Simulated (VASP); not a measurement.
Computed with PBE GGA + U (Dudarev), VASP's PBE PAW potentials (set 64) (plane waves; VASP 6.6.1).

VASP input:

POSCAR:
```
CoAl
1
    2.9372940000     0.0000000000     0.0000000000
    0.0000000000     2.7937010000     0.0000000000
    0.0000000000     0.0000000000     2.8296490000
Al Co
1 1
Direct
  0.5000000000   0.5000000000   0.5000000000
  0.0326610000   0.0000000000   0.0000000000
```

### KPOINTS
```
Automatic mesh
0
Gamma
11 12 12
0 0 0
```

**INCAR**
```
# general
SYSTEM    = CoAl
PREC      = Accurate
ENCUT     = 400   # plane-wave cut-off (eV)
LREAL     = .FALSE.   # projection in real space or not
LASPH     = .TRUE.

# electronic loop
EDIFF     = 1E-6   # SCF stop (eV)
NELM      = 100   # most electronic steps
ALGO      = Normal   # blocked Davidson
LMAXMIX   = 4

# smearing
ISMEAR    = 1   # Methfessel-Paxton
SIGMA     = 0.1   # width (eV)

# functional
GGA       = PE   # PBE

# DFT+U
LDAU      = .TRUE.
LDAUTYPE  = 2   # Dudarev
LDAUL     = -1 2
LDAUU     = 0 8.0
LDAUJ     = 0 0
LDAUPRINT = 1

# ions
ISIF      = 2   # forces and stress, cell fixed

# output
LWAVE     = .FALSE.
LCHARG    = .FALSE.
LORBIT    = 10
```

POTCAR, in this order: Al Co (PBE.64 set). Program: vasp_std.

Question: Estimate the energy per atom (σ→0), pressure, largest force, band gap (on the k-mesh).

Answer: 
```yaml
energy per atom (σ→0): -2.669 eV/atom
band gap (on the k-mesh): none (metal, semimetal or under 0.01 eV)
pressure: -9.96 GPa
largest_force: 0.543 eV/Å
```

File OSZICAR:
```
...
DAV:  38    -0.533797734046E+01    0.20596E-04   -0.10057E-03  6978   0.251E-01    0.137E-02
DAV:  39    -0.533799255627E+01   -0.15216E-04   -0.11365E-04  6944   0.943E-02    0.945E-03
DAV:  40    -0.533799770479E+01   -0.51485E-05   -0.41499E-05  6842   0.540E-02    0.626E-03
DAV:  41    -0.533799928918E+01   -0.15844E-05   -0.79544E-06  4608   0.231E-02    0.510E-03
DAV:  42    -0.533798821309E+01    0.11076E-04   -0.13687E-04  6224   0.988E-02    0.761E-03
DAV:  43    -0.533799601847E+01   -0.78054E-05   -0.58037E-05  6228   0.615E-02    0.483E-03
DAV:  44    -0.533799644783E+01   -0.42937E-06   -0.66396E-07  3012   0.818E-03
   1 F= -.53379964E+01 E0= -.53381680E+01  d E =0.514694E-03
```

The compound is CoAl in the CsCl type structure. The cell was not relaxed at this level, atoms are displaced from their ideal sites. The run is one of a series of settings (LDAU = .TRUE., LDAUJ = 0 0, LDAUL = -1 2, LDAUTYPE = 2, LDAUU = 0 8.0 against the base run), some of them coarse on purpose. The run is not spin-polarised, so no magnetic state was tried.
